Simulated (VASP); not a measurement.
VASP input:

File KPOINTS:
```
Automatic mesh
0
G
 9 9 9
0 0 0
```

### POSCAR
```
GaAs
1.0
  0.0000000000   2.6603532140   2.6603532140
  2.6603532140   0.0000000000   2.6603532140
  2.6603532140   2.6603532140   0.0000000000
Ga As
1 1
Cartesian
  2.6603532140   2.6603532140   0.0000000000
  1.3301766070   1.3301766070   1.3301766070
```

INCAR:
```
ALGO  =  Normal
EDIFF  =  1E-6
EDIFFG  =  -0.02
ENCUT  =  500
GGA  =  PS
IBRION  =  2
ISIF  =  3
ISMEAR  =  0
LASPH  =  .TRUE.
LCHARG  =  .FALSE.
LMAXMIX  =  4
LREAL  =  .FALSE.
LWAVE  =  .FALSE.
NELM  =  100
NSW  =  40
PREC  =  Accurate
PSTRESS  =  200
SIGMA  =  0.05
SYSTEM  =  GaAs
```

POTCAR, in this order: Ga_d As (PBE.64 set). Program: vasp_std.

**Question.** Write an equivalent input for Quantum ESPRESSO's pw.x.

**Answer.** One equivalent input (not run):
```
&CONTROL
  calculation = 'vc-relax'
  pseudo_dir = './pseudo'
  outdir = './out'
  tprnfor = .true.
  tstress = .true.
  nstep = 40
  forc_conv_thr = 0.00078
/
&SYSTEM
  ibrav = 0
  nat = 2
  ntyp = 2
  ecutwfc = 84
  occupations = 'smearing'
  smearing = 'gaussian'
  degauss = 0.003675
  input_dft = 'pbesol'
/
&ELECTRONS
  conv_thr = 7.3e-08
  electron_maxstep = 100
/
&IONS
/
&CELL
  press = 200
/
ATOMIC_SPECIES
  Ga 69.723 Ga.upf
  As 74.922 As.upf
CELL_PARAMETERS angstrom
     0.0000000    2.6603532    2.6603532
     2.6603532   -0.0000000    2.6603532
     2.6603532    2.6603532   -0.0000000
ATOMIC_POSITIONS crystal
  Ga   0.0000000  0.0000000  1.0000000
  As   0.2500000  0.2500000  0.2500000
K_POINTS automatic
  9 9 9 0 0 0
```
What does not carry over: the potentials are each code's own (VASP's PAW set, PseudoDojo norm-conserving files in pw.x), so ENCUT and ecutwfc are chosen apart and not converted; conv_thr bounds pw.x's estimated SCF error, while EDIFF bounds the energy change between steps; forc_conv_thr acts on force components and is met together with etot_conv_thr.

The structure was generated: GaAs was put into the zinc blende type (F-43m), which need not be its known phase. It was relaxed first under an external pressure of 20 GPa.
